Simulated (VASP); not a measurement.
VASP input:

File POSCAR:
```
MgTe
1
    4.5165840645     0.0000000000     0.0000000000
   -2.2582920322     3.9114767204     0.0000000000
    0.0000000000     0.0000000000     7.3151560005
Mg Te
2 2
Direct
  0.3333330000   0.6666670000   0.9961297692
  0.6666670000   0.3333330000   0.4961297692
  0.3333330000   0.6666670000   0.3738702308
  0.6666670000   0.3333330000   0.8738702308
```

**INCAR**
```
# general
SYSTEM =MgTe
PREC   =Accurate
ENCUT  =400   # plane-wave cut-off (eV)
LREAL  =.FALSE.
LASPH  =.TRUE.

# electronic loop
EDIFF  =1E-8   # SCF stop (eV)
NELM   =100   # most electronic steps
ALGO   =Normal   # blocked Davidson
LMAXMIX=4   # l cut-off of mixed one-centre charges

# smearing
ISMEAR =0   # Gaussian
SIGMA  =0.05   # width (eV)

# ions
IBRION =1   # quasi-Newton
NSW    =30
ISIF   =2
EDIFFG =-0.001   # ionic stop

# output
LWAVE  =.FALSE.
LCHARG =.FALSE.
```

### KPOINTS
```
kpoints
0
Gamma
  5 5 3
```

POTCAR, in this order: Mg Te (LDA.64 set). Program: vasp_std.

Task: Translate this LDA calculation to Quantum ESPRESSO's pw.x.

Result: One equivalent input (not run):
```
&CONTROL
  calculation = 'relax'
  pseudo_dir = './pseudo'
  outdir = './out'
  tprnfor = .true.
  tstress = .true.
  nstep = 30
  forc_conv_thr = 3.9e-05
/
&SYSTEM
  ibrav = 0
  nat = 4
  ntyp = 2
  ecutwfc = 84
  occupations = 'smearing'
  smearing = 'gaussian'
  degauss = 0.003675
  input_dft = 'pz'
/
&ELECTRONS
  conv_thr = 7.3e-10
  electron_maxstep = 100
/
&IONS
/
ATOMIC_SPECIES
  Mg 24.305 Mg.upf
  Te 127.600 Te.upf
CELL_PARAMETERS angstrom
     4.5165841    0.0000000    0.0000000
    -2.2582920    3.9114767    0.0000000
     0.0000000    0.0000000    7.3151560
ATOMIC_POSITIONS crystal
  Mg   0.3333330  0.6666670  0.9961298
  Mg   0.6666670  0.3333330  0.4961298
  Te   0.3333330  0.6666670  0.3738702
  Te   0.6666670  0.3333330  0.8738702
K_POINTS automatic
  5 5 3 0 0 0
```
Limits of the translation: the potentials are each code's own (VASP's PAW set, PseudoDojo norm-conserving files in pw.x), so ENCUT and ecutwfc are chosen apart and not converted; conv_thr bounds pw.x's estimated SCF error, while EDIFF bounds the energy change between steps; forc_conv_thr acts on force components and is met together with etot_conv_thr.

The structure comes from a computed database's MgTe entry (P6_3mc); how it stands against other phases isn't given here. This run relaxes the ions in a fixed cell. Symmetry was kept, so distortions that lower it aren't found. The start is the result of an earlier pass.
